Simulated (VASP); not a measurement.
Data:

```
PdC
1.0
    0.00000     2.18396     2.18396
    2.18396     0.00000     2.18396
    2.18396     2.18396     0.00000
Pd C
1 1
Direct
  0.00000   0.00000   0.00000
  0.50000   0.50000   0.50000
```

Computed with PBEsol GGA, VASP's PBE PAW potentials (set 64) (plane waves; VASP). Numerical set-up: 520 eV cut-off, Gaussian smearing of 0.050 eV, potentials Pd C.

Q: Give the energies of bands 2 to 9 at the high-symmetry points, in eV from the Fermi level.

A: 
| band | Γ | X | U | L | W |
|---|---|---|---|---|---|
| 2 | -4.38 | -5.82 | -6.38 | -8.30 | -5.94 |
| 3 | -4.38 | -5.21 | -5.67 | -6.49 | -5.85 |
| 4 | -4.38 | -3.17 | -5.23 | -6.49 | -5.85 |
| 5 | -3.91 | -2.33 | -2.61 | -2.80 | -2.33 |
| 6 | -3.91 | -2.33 | -2.49 | -2.80 | -1.33 |
| 7 | 0.24 | -1.66 | -1.24 | -0.88 | -1.33 |
| 8 | 0.24 | -1.66 | 0.47 | 4.79 | -0.14 |
| 9 | 0.24 | 0.56 | 1.56 | 4.79 | 0.62 |

It has no gap at this level: it comes out as a metal or semimetal.

The structure was generated: PdC was put into the rock salt type (Fm-3m), which need not be its known phase. It was relaxed first, which changed the volume by -17 %.
